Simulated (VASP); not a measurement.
Output of a VASP run:

File OSZICAR:
```
       N       E                     dE             d eps       ncg     rms          rms(c)
DAV:   1     0.193975943238E+03    0.19398E+03   -0.11646E+04  1242   0.127E+03
DAV:   2    -0.169050505726E+02   -0.21088E+03   -0.20625E+03  1242   0.309E+02
DAV:   3    -0.311422623015E+02   -0.14237E+02   -0.13871E+02  1901   0.906E+01
DAV:   4    -0.315175087813E+02   -0.37525E+00   -0.37313E+00  1838   0.140E+01
DAV:   5    -0.315239726886E+02   -0.64639E-02   -0.64433E-02  1660   0.162E+00    0.220E+01
DAV:   6    -0.363516179445E+02   -0.48276E+01   -0.16339E+02  1788   0.306E+02    0.186E+01
DAV:   7    -0.267744357968E+02    0.95772E+01   -0.35276E+01  1531   0.157E+02    0.689E+00
DAV:   8    -0.264605383827E+02    0.31390E+00   -0.52558E+00  1947   0.409E+01    0.245E+00
DAV:   9    -0.264478995124E+02    0.12639E-01   -0.36004E-01  2010   0.783E+00    0.506E-01
DAV:  10    -0.264447196383E+02    0.31799E-02   -0.45272E-03  1986   0.883E-01    0.214E-01
DAV:  11    -0.264441486579E+02    0.57098E-03   -0.33263E-03  2025   0.163E+00    0.111E-01
DAV:  12    -0.264440731005E+02    0.75557E-04   -0.63990E-04  1940   0.582E-01    0.291E-02
DAV:  13    -0.264440702653E+02    0.28352E-05   -0.14324E-05  2023   0.330E-02    0.192E-02
DAV:  14    -0.264440669432E+02    0.33221E-05   -0.17862E-05  1968   0.116E-01    0.610E-03
DAV:  15    -0.264440664048E+02    0.53846E-06   -0.20950E-06   862   0.378E-02
   1 F= -.26444066E+02 E0= -.26355531E+02  d E =-.177072E+00
```

**OUTCAR**
```
------------------------ aborting loop because EDIFF is reached ----------------------------------------
  FORCE on cell =-STRESS in cart. coord.  units (eV):
  Direction    XX          YY          ZZ          XY          YZ          ZX
  --------------------------------------------------------------------------------------
  Total        5.8847509      5.3018485     11.2231241      0.0000000      0.0000000      0.0000000
  in kB      127.4971754    114.8681951    243.1567027      0.0000000      0.0000000      0.0000000
  external PRESSURE =     161.8406910 kB  Pullay stress =       0.0000000 kB
  volume of cell :       73.95
      direct lattice vectors                 reciprocal lattice vectors
     0.000000000  3.948759000  4.084124000    -0.218082817  0.126622060  0.122425274
     2.292707000  0.000000000  4.084124000     0.218082817 -0.126622060  0.122425274
     2.292707000  3.948759000  0.000000000     0.218082817  0.126622060 -0.122425274
 POSITION                                       TOTAL-FORCE (eV/Angst)
 -----------------------------------------------------------------------------------
      2.29271      5.24000      4.08412        -0.000000      0.035037     -0.000000
      2.29271      2.65751      4.08412        -0.000000     -0.035037     -0.000000
      3.43906      4.63189      6.12619         0.000000     -0.035037     -0.000000
      3.43906      7.21438      6.12619         0.000000      0.035037     -0.000000
      0.00000      0.00000      0.00000        -0.000000      0.000000      0.000000
      1.14635      1.97438      2.04206         0.000000      0.000000     -0.000000
 -----------------------------------------------------------------------------------
    total drift:                               -0.000000      0.000000      0.000000
  FREE ENERGIE OF THE ION-ELECTRON SYSTEM (eV)
  ---------------------------------------------------
  free  energy   TOTEN  =       -26.4440664048 eV

  energy  without entropy=      -26.2669947736  energy(sigma->0) =      -26.35553059
```
(Selected blocks of OUTCAR.)

POSCAR:
```
CuSi2
1
    0.0000000000     3.9487590000     4.0841240000
    2.2927070000     0.0000000000     4.0841240000
    2.2927070000     3.9487590000     0.0000000000
Si Cu
4 2
Direct
  0.6635000000   0.3365000000   0.6635000000
  0.3365000000   0.6635000000   0.3365000000
  0.5865000000   0.9135000000   0.5865000000
  0.9135000000   0.5865000000   0.9135000000
  0.0000000000   0.0000000000   0.0000000000
  0.2500000000   0.2500000000   0.2500000000
```

Question: Reconstruct the remaining input files.

Answer: One answer among several that fit: the input of the run itself, PBE GGA, plane waves, VASP's PBE PAW potentials (set 64).

INCAR:
```
! general
SYSTEM  = CuSi2
PREC    = Accurate
ENCUT   = 300
LREAL   = .FALSE.
LASPH   = .TRUE.

! electronic loop
EDIFF   = 1E-6
NELM    = 100
ALGO    = Normal
LMAXMIX = 4

! smearing
ISMEAR  = -1
SIGMA   = 0.136

! functional
GGA     = PE

! ions
ISIF    = 2

! output
LWAVE   = .FALSE.
LCHARG  = .FALSE.
```

**KPOINTS**
```
Automatic mesh
0
gamma
 5 5 5
```

POTCAR, in this order: Si Cu (PBE.64 set). Program: vasp_std.

At this cut-off the stress carries a Pulay error, which pulls relaxed volumes low.

The structure was generated: CuSi2 was put into an ordered model structure, which need not be its known phase. The cell was not relaxed at this level. The k-mesh is coarse (spacing up to 0.35 per Å, 2π included), so the numbers may not be converged in it. VASP warned that the highest band is occupied, so more bands are needed.
